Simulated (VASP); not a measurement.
```yaml
crystal:
  lattice:
    - [0.00000, 3.25452, 3.25452]
    - [3.25452, 0.00000, 3.25452]
    - [3.25452, 3.25452, 0.00000]
  atoms:
    - { symbol: La, position: [0.00000, 0.00000, 0.00000] }
    - { symbol: S, position: [0.25000, 0.25000, 0.25000] }
```

The numbers are results of PBE GGA, VASP's PBE PAW potentials (set 64) (plane waves; VASP), not measurements. Settings: 400 eV cut-off, 9×9×9 Γ-centred mesh, first-order Methfessel-Paxton smearing of 0.10 eV, potentials La S.

**Question.** Predict the energy per atom (σ→0), band gap (on the k-mesh) with the smallest direct gap where there is one.

**Answer.** 
```yaml
band gap (on the k-mesh): none (metal, semimetal or under 0.01 eV)
energy per atom (σ→0): -6.145 eV/atom
```

Only differences to runs with the same potentials and settings are physical.

The structure was generated: LaS was put into the zinc blende type (F-43m), which need not be its known phase. It was relaxed first, which changed the volume by -26 %. The start is the result of an earlier pass. The electron count is odd and the run is not spin-polarised, which forces a metal.
